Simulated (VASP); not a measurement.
Crystal: GdN.

```xyz
2
Lattice="0.0000 2.5350 2.5350 2.5350 0.0000 2.5350 2.5350 2.5350 0.0000" Properties=species:S:1:pos:R:3 pbc="T T T"
Gd    0.0000    0.0000    0.0000
N     2.5350    2.5350    2.5350
```

The cell comes from a database or a generator and needn't be the stable form of this composition.

Base run:

```yaml
Program: VASP 6.6.1
Functional: r2SCAN
Potentials_or_basis: VASP PAW PBE potentials, release 64 (Gd, N)
Cutoff: 520 eV
k_mesh: 8 × 8 × 8
Occupations: fermi-dirac, width 0.05 eV
Spin: collinear spin, ferromagnetic start
Starting_moments: "[7.0, 0.0] μB"
Hubbard_terms: Gd f U = 2 eV
```

Its results: pressure -7.6 GPa; net moment 7.00 μB per cell; site moments Gd +6.81; N -0.13 μB.

Question: The run is repeated on the same cell with these changes: hubbard terms from Gd f U = 2 eV to none. What comes out?

Answer: Pressure -8.1 GPa; net moment 7.00 μB per cell; site moments Gd +6.79; N -0.12 μB.

Caveats: the PAW data sets were made with another functional, which shifts forces and pressure a little; a cell with one magnetic atom can't hold antiferromagnetic order, which such compounds often take.
